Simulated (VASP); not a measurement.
An input for Ansatz (written as the equivalent of a VASP run, and not itself run):

Ansatz 0.2 input:
```yaml
crystal:
  lattice:
    - [3.3572001, 1.9382803, 6.1369989]
    - [-3.3572001, 1.9382803, 6.1369989]
    - [0.0000000, -3.8765607, 6.1369989]
  atoms:
    - { symbol: As, position: [0.3406886, 0.3406886, 0.3406886] }
    - { symbol: As, position: [0.1593114, 0.1593114, 0.1593114] }
    - { symbol: As, position: [0.6593114, 0.6593114, 0.6593114] }
    - { symbol: As, position: [0.8406886, 0.8406886, 0.8406886] }
    - { symbol: Se, position: [0.5543333, 0.9456667, 0.2500000] }
    - { symbol: Se, position: [0.2500000, 0.5543333, 0.9456667] }
    - { symbol: Se, position: [0.9456667, 0.2500000, 0.5543333] }
    - { symbol: Se, position: [0.4456667, 0.0543333, 0.7500000] }
    - { symbol: Se, position: [0.7500000, 0.4456667, 0.0543333] }
    - { symbol: Se, position: [0.0543333, 0.7500000, 0.4456667] }
kpoints:
  mp_grid: { grid: [5, 5, 5] }
hamiltonian:
  xc: pbesol
  pseudopotentials: { kind: paw }
scf:
  occupations: { method: methfessel_paxton, width: 0.1 }
  max_iter: 100
relax:
  max_steps: 60
  f_tol: 0.02
  cell: {}
output: { forces: true, stress: true, eigenvalues: true }
```

Question: Translate this input to VASP (INCAR, KPOINTS, POSCAR, choice of POTCAR).

Answer: This is not unique; one that fits is 
### INCAR
```
SYSTEM  =  As2Se3
PREC  =  Accurate; ENCUT  =  400; LREAL  =  .False.
LASPH  =  .True.
EDIFF  =  1E-6; NELM  =  100; ALGO  =  Normal
LMAXMIX  =  4
ISMEAR  =  1; SIGMA  =  0.1
GGA  =  PS
IBRION  =  2; NSW  =  60; ISIF  =  3
EDIFFG  =  -0.02
LWAVE  =  .False.; LCHARG  =  .False.
```

**POSCAR**
```
As2Se3
1
    3.3572000738     1.9382803289     6.1369988702
   -3.3572000738     1.9382803289     6.1369988702
   -0.0000000000    -3.8765606578     6.1369988702
As Se
4 6
Direct
  0.3406886158   0.3406886158   0.3406886158
  0.1593113842   0.1593113842   0.1593113842
  0.6593113842   0.6593113842   0.6593113842
  0.8406886158   0.8406886158   0.8406886158
  0.5543333465   0.9456666535   0.2500000000
  0.2500000000   0.5543333465   0.9456666535
  0.9456666535   0.2500000000   0.5543333465
  0.4456666535   0.0543333465   0.7500000000
  0.7500000000   0.4456666535   0.0543333465
  0.0543333465   0.7500000000   0.4456666535
```

KPOINTS:
```
kpoints
0
gamma
  5 5 5
```

POTCAR, in this order: As Se (PBE.64 set). Program: vasp_std.

Limits of the translation: each code has its own PAW files, so the cut-off isn't converted (ENCUT is set for VASP's; basis.ecutwfc is left out, and Ansatz then takes the one that its files recommend); Ansatz stops its SCF on the density residual and VASP on the energy change (EDIFF).

The structure was generated: As2Se3 was put into the corundum type (R-3c), which need not be its known phase. It was relaxed first, which changed the volume by +15 %. The start is the result of an earlier pass.
